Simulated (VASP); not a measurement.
Given:

```xyz
2
Lattice="0.0000 3.2979 3.2979 3.2979 0.0000 3.2979 3.2979 3.2979 0.0000" Properties=species:S:1:pos:R:3 pbc="T T T"
Hg     0.0000     0.0000     0.0000
Te     1.6490     1.6490     1.6490
```

Method: rev-vdW-DF2, VASP's PBE PAW potentials (set 64) (plane waves; VASP 6.6.1). Settings: 520 eV cut-off, 9×9×9 Γ-centred mesh, first-order Methfessel-Paxton smearing of 0.10 eV, potentials Hg Te.

Unless said otherwise, spin-orbit coupling is left out, though it shifts the bands of the heavy elements here.

Q: Estimate the energy per atom (σ→0), band gap (on the k-mesh) with the smallest direct gap where there is one.

A: 
```json
{
 "band gap (on the k-mesh)": "none (metal, semimetal or under 0.01 eV)",
 "energy per atom (σ→0)": "0.253 eV/atom"
}
```

The absolute energy has meaning only against runs of the same code, potentials and settings.

The compound is HgTe in the zinc blende structure. It was relaxed first, which changed the volume by +6 %. The start is the result of an earlier pass.
